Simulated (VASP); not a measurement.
Consider the following.

```
CELL_PARAMETERS angstrom
      3.21531     0.00000     0.00000
      0.00000     3.21531     0.00000
      0.00000     0.00000     3.21531
ATOMIC_POSITIONS crystal
  Lu 0.00000 0.00000 0.00000
```

All values below come from PBEsol GGA, VASP's PBE PAW potentials (set 64) (plane waves; VASP). Settings: 400 eV cut-off, 10×10×10 Γ-centred mesh, first-order Methfessel-Paxton smearing of 0.10 eV, potentials Lu_3.

Energy and stress use the plane-wave basis of the starting cell.

Q: The ions, cell shape and volume are relaxed. Which structure does the run end with?

A: 
```
CELL_PARAMETERS angstrom
      3.13109     0.00000     0.00000
      0.00000     3.13109     0.00000
      0.00000     0.00000     3.13109
ATOMIC_POSITIONS crystal
  Lu 0.00000 0.00000 0.00000
```
Space group Pm-3m (221), at a tolerance of 0.03 Å.

Q: How do energy and volume change from the first to the last step?

A: The energy (σ→0) changes by -15.1 meV/atom and the volume by -7.7 %, in 3 ionic steps.

The structure was generated: Lu was put into the simple-cubic type (Pm-3m), which need not be its known phase. This run relaxes it. Symmetry was kept, so distortions that lower it aren't found.
